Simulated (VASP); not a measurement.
Method: PBEsol GGA, VASP's PBE PAW potentials (set 64) (plane waves; VASP 6.6.1).

A VASP calculation is set up with these files.

### KPOINTS
```
k-points along high-symmetry lines
10
Line-mode
Reciprocal
  0.000000   0.000000   0.000000 ! GAMMA
  0.500000   0.000000   0.000000 ! M

  0.500000   0.000000   0.000000 ! M
  0.333333   0.333333   0.000000 ! K

  0.333333   0.333333   0.000000 ! K
  0.000000   0.000000   0.000000 ! GAMMA

  0.000000   0.000000   0.000000 ! GAMMA
  0.000000   0.000000   0.500000 ! A

  0.000000   0.000000   0.500000 ! A
  0.500000   0.000000   0.500000 ! L

  0.500000   0.000000   0.500000 ! L
  0.333333   0.333333   0.500000 ! H

  0.333333   0.333333   0.500000 ! H
  0.000000   0.000000   0.500000 ! A

  0.500000   0.000000   0.500000 ! L
  0.500000   0.000000   0.000000 ! M

  0.333333   0.333333   0.500000 ! H
  0.333333   0.333333   0.000000 ! K
```

**INCAR**
```
# general
SYSTEM  = YGe
PREC    = Accurate
ENCUT   = 400
LREAL   = .False.   # projection in real space or not
LASPH   = .True.   # aspherical one-centre terms
ICHARG  = 11   # fixed density

# electronic loop
EDIFF   = 1E-7
NELM    = 100   # most electronic steps
ALGO    = Normal   # blocked Davidson
LMAXMIX = 4   # l cut-off of mixed one-centre charges

# smearing
ISMEAR  = 0
SIGMA   = 0.05

# functional
GGA     = PS

# output
LWAVE   = .False.
LCHARG  = .False.
LORBIT  = 11   # lm-projected
```

### POSCAR
```
YGe
1
    3.6331452921     0.0000000442     0.0000000000
   -1.8165730695     3.1463965375    -0.0000000000
    0.0000000000     0.0000000000     4.1753094966
Y Ge
1 1
Direct
  0.0000000000   0.0000000000   0.0000000000
  0.6666670000   0.3333330000   0.5000000000
```

POTCAR, in this order: Y_sv Ge_d (PBE.64 set). Program: vasp_std. Read from the step before: CHGCAR.

The run wrote:

### OUTCAR
```
 ion  position               nearest neighbor table
   1  0.000  0.000  0.000-   2 2.96   2 2.96   2 2.96   2 2.96   2 2.96   2 2.96
   2  0.667  0.333  0.500-   1 2.96   1 2.96   1 2.96   1 2.96   1 2.96   1 2.96
  LATTYP: Found a hexagonal cell.
 ALAT       =     3.6331452921
 C/A-ratio  =     1.1492272290
 Subroutine PRICEL returns:
 Original cell was already a primitive cell.
 Subroutine GETGRP returns: Found 12 space group operations
The static configuration has the point symmetry D_3h.
The dynamic configuration has the point symmetry D_3h.
 Subroutine INISYM returns: Found 12 space group operations
   k-points           NKPTS =     90   k-points in BZ     NKDIM =     90   number of bands    NBANDS=     16
   number of dos      NEDOS =    301   number of ions     NIONS =      2
   total plane-waves  NPLWV =  16128
   dimension x,y,z NGX =    24 NGY =   24 NGZ =   28
   dimension x,y,z NGXF=    48 NGYF=   48 NGZF=   56
   ions per type =               1   1
   PREC   = accura    normal or accurate (medium, high low for compatibility)
   ISTART =      0    job   : 0-new  1-cont  2-samecut
   ICHARG =     11    charge: 1-file 2-atom 10-const
   ISPIN  =      1    spin polarized calculation?
   LNONCOLLINEAR =      F non collinear calculations
   LSORBIT =      F    spin-orbit coupling
   INIWAV =      1    electr: 0-lowe 1-rand  2-diag
...
```

### OSZICAR
```
       N       E                     dE             d eps       ncg     rms          rms(c)
DAV:   1     0.132180367812E+03    0.13218E+03   -0.11767E+04  2936   0.275E+03
DAV:   2    -0.652788623051E+00   -0.13283E+03   -0.13114E+03  3088   0.470E+02
DAV:   3    -0.125952818510E+02   -0.11942E+02   -0.11833E+02  3888   0.111E+02
DAV:   4    -0.129725603102E+02   -0.37728E+00   -0.37696E+00  3880   0.186E+01
DAV:   5    -0.129808518768E+02   -0.82916E-02   -0.82912E-02  4016   0.236E+00
DAV:   6    -0.129810314612E+02   -0.17958E-03   -0.17958E-03  3912   0.301E-01
DAV:   7    -0.129810353394E+02   -0.38782E-05   -0.38783E-05  4136   0.370E-02
DAV:   8    -0.129810353868E+02   -0.47405E-07   -0.46914E-07  3592   0.441E-03
   1 F= -.12981035E+02 E0= -.12980655E+02  d E =-.759902E-03
```

OUTCAR:
```
 val. band max:        4.6079600408   @ k =   0.5000   0.0000   0.3333

 cond. band min:       4.6669294994   @ k =   0.5000   0.0000   0.2222



 k-point     1 :       0.0000    0.0000    0.0000
  band No.  band energies     occupation
      1     -37.8526      2.00000
      2     -19.3734      2.00000
      3     -19.3734      2.00000
      4     -19.3137      2.00000
      5     -19.3137      2.00000
      6     -19.2846      2.00000
      7     -17.8310      2.00000
      8     -17.7470      2.00000
      9     -17.7470      2.00000
     10      -5.1692      2.00000
     11       3.4453      2.00000
     12       4.4768      1.99997
     13       5.1694      0.00000
     14       5.1694      0.00000
     15       8.3217      0.00000
     16       8.3217      0.00000

 k-point     2 :       0.0556    0.0000    0.0000
  band No.  band energies     occupation
      1     -37.8514      2.00000
      2     -19.3733      2.00000
      3     -19.3727      2.00000
      4     -19.3147      2.00000
      5     -19.3137      2.00000
      6     -19.2846      2.00000
      7     -17.8276      2.00000
      8     -17.7605      2.00000
      9     -17.7502      2.00000
     10      -5.1226      2.00000
     11       3.5014      2.00000
     12       4.4158      2.00000
     13       4.9890      0.00000
     14       5.2076      0.00000
     15       8.2949      0.00000
     16       8.4100      0.00000

 k-point     3 :       0.1111    0.0000    0.0000
  band No.  band energies     occupation
      1     -37.8479      2.00000
      2     -19.3731      2.00000
      3     -19.3711      2.00000
      4     -19.3181      2.00000
      5     -19.3138      2.00000
      6     -19.2846      2.00000
      7     -17.8179      2.00000
      8     -17.7992      2.00000
      9     -17.7593      2.00000
     10      -4.9850      2.00000
     11       3.6591      2.00000
     12       4.2540      2.00000
     13       4.5299      1.99224
     14       5.3171      0.00000
...
```

The density is held fixed in this step, so its total energy and stress have no physical meaning.

The structure was generated: YGe was put into the WC type (P-6m2), which need not be its known phase. It was relaxed first, which changed the volume by -7 %. The electron count is odd and the run is not spin-polarised, which forces a metal.
